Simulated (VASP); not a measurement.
These are LDA (Ceperley-Alder, Perdew-Zunger), VASP's LDA PAW potentials (set 64) (plane waves; VASP) values and carry that method's errors.

A VASP calculation is set up with these files.

### POSCAR
```
ZnS
1
    1.8730307075    -3.2441843095     0.0000000000
    1.8730307075     3.2441843095     0.0000000000
    0.0000000000     0.0000000000     6.1359096395
Zn S
2 2
Direct
  0.6666670000   0.3333330000   0.5000871920
  0.3333330000   0.6666670000   0.0000871920
  0.6666670000   0.3333330000   0.8749128080
  0.3333330000   0.6666670000   0.3749128080
```

KPOINTS:
```
K-points
0
Gamma
  8 8 4
0 0 0
```

### INCAR
```
EDIFF = 1E-7   ! SCF stop (eV)
ENCUT = 520   ! plane-wave cut-off (eV)
SYSTEM = ZnS
ISMEAR = -5
LMAXMIX = 4   ! l cut-off of mixed one-centre charges
NELM = 100   ! most electronic steps
PREC = Accurate
LASPH = .TRUE.
ALGO = Normal   ! blocked Davidson
LREAL = .FALSE.   ! projection in real space or not
NEDOS = 601   ! DOS grid
LWAVE = .FALSE.
ISIF = 2
LORBIT = 11   ! lm-projected
LCHARG = .TRUE.
```

POTCAR, in this order: Zn S (LDA.64 set). Program: vasp_std.

The run wrote:

File OSZICAR:
```
       N       E                     dE             d eps       ncg     rms          rms(c)
DAV:   1     0.235656811844E+03    0.23566E+03   -0.17733E+04  1320   0.201E+03
DAV:   2     0.552560921590E+01   -0.23013E+03   -0.22566E+03  1350   0.384E+02
DAV:   3    -0.167459077581E+02   -0.22272E+02   -0.22191E+02  1620   0.121E+02
DAV:   4    -0.172686111382E+02   -0.52270E+00   -0.52214E+00  1542   0.190E+01
DAV:   5    -0.172783637862E+02   -0.97526E-02   -0.97515E-02  1622   0.258E+00    0.112E+01
DAV:   6    -0.164163221562E+02    0.86204E+00   -0.21024E+00  1930   0.461E+01    0.838E+00
DAV:   7    -0.164349211310E+02   -0.18599E-01   -0.20918E+00  1422   0.869E+00    0.322E+00
DAV:   8    -0.164037471687E+02    0.31174E-01   -0.11616E-01  1812   0.398E+00    0.106E+00
DAV:   9    -0.164024503788E+02    0.12968E-02   -0.26652E-02  1830   0.245E+00    0.318E-01
DAV:  10    -0.164025090103E+02   -0.58632E-04   -0.87802E-04  1590   0.375E-01    0.223E-01
DAV:  11    -0.164025271379E+02   -0.18128E-04   -0.85238E-05  1616   0.132E-01    0.429E-02
DAV:  12    -0.164025262292E+02    0.90870E-06   -0.18331E-05  1500   0.305E-02    0.247E-02
DAV:  13    -0.164025263796E+02   -0.15045E-06   -0.42940E-07  1584   0.658E-03    0.126E-02
DAV:  14    -0.164025264774E+02   -0.97757E-07   -0.51894E-07  1560   0.180E-02
   1 F= -.16402526E+02 E0= -.16402526E+02  d E =0.000000E+00
```

OUTCAR:
```
------------------------ aborting loop because EDIFF is reached ----------------------------------------
  FORCE on cell =-STRESS in cart. coord.  units (eV):
  Direction    XX          YY          ZZ          XY          YZ          ZX
  --------------------------------------------------------------------------------------
  Total       -0.0264395     -0.0264395      0.0759475      0.0000000      0.0000000      0.0000000
  in kB       -0.5680734     -0.5680734      1.6317925      0.0000000      0.0000000      0.0000000
  external PRESSURE =       0.1652152 kB  Pullay stress =       0.0000000 kB
  volume of cell :       74.57
      direct lattice vectors                 reciprocal lattice vectors
     1.873030707 -3.244184310  0.000000000     0.266947038 -0.154121946  0.000000000
     1.873030707  3.244184310  0.000000000     0.266947038  0.154121946  0.000000000
     0.000000000  0.000000000  6.135909640     0.000000000  0.000000000  0.162975021
  FREE ENERGIE OF THE ION-ELECTRON SYSTEM (eV)
  ---------------------------------------------------
  free  energy   TOTEN  =       -16.4025264774 eV

  energy  without entropy=      -16.4025264774  energy(sigma->0) =      -16.40252648

 total charge

# of ion       s       p       d       tot
------------------------------------------
    1        0.548   0.537   9.805  10.890
    2        0.548   0.537   9.805  10.890
    3        1.312   2.443   0.000   3.755
    4        1.312   2.443   0.000   3.755
--------------------------------------------------
tot          3.720   5.961  19.610  29.290
```
(Selected blocks of OUTCAR.)

### OUTCAR
```
 val. band max:        2.4943575926   @ k =   0.0000   0.0000   0.0000

 cond. band min:       4.7175349567   @ k =   0.0000   0.0000   0.0000


 Fermi energy:         2.5092838738

 k-point     1 :       0.0000    0.0000    0.0000
  band No.  band energies     occupation
      1     -11.0511      2.00000
      2      -9.9841      2.00000
      3      -4.2488      2.00000
      4      -4.2352      2.00000
      5      -4.2352      2.00000
      6      -4.1476      2.00000
      7      -4.1476      2.00000
      8      -3.7529      2.00000
      9      -3.7529      2.00000
     10      -3.6629      2.00000
     11      -3.6629      2.00000
     12      -3.5081      2.00000
     13      -3.2653      2.00000
     14       1.5059      2.00000
     15       1.5059      2.00000
     16       2.4124      2.00000
     17       2.4943      2.00000
     18       2.4944      2.00000
     19       4.7175      0.00000
     20       5.4812      0.00000
     21       8.6104      0.00000
     22       8.6104      0.00000

 k-point     2 :       0.1250    0.0000    0.0000
  band No.  band energies     occupation
      1     -10.9339      2.00000
      2      -9.9183      2.00000
      3      -4.2508      2.00000
      4      -4.2218      2.00000
      5      -4.2124      2.00000
      6      -4.1366      2.00000
      7      -4.1145      2.00000
      8      -3.7700      2.00000
      9      -3.7538      2.00000
     10      -3.7378      2.00000
     11      -3.6574      2.00000
     12      -3.4372      2.00000
     13      -3.1085      2.00000
     14       0.6522      2.00000
     15       1.2390      2.00000
     16       1.5743      2.00000
     17       2.2591      2.00000
     18       2.3489      2.00000
     19       5.5241      0.00000
     20       6.2070      0.00000
     21       8.1770      0.00000
     22       8.9268      0.00000

 k-point     3 :       0.2500    0.0000    0.0000
  band No.  band energies     occupation
      1     -10.6176      2.00000
...
```

The compound is ZnS in the wurtzite structure, the high-temperature form. It was relaxed first, which changed the volume by -6 %.
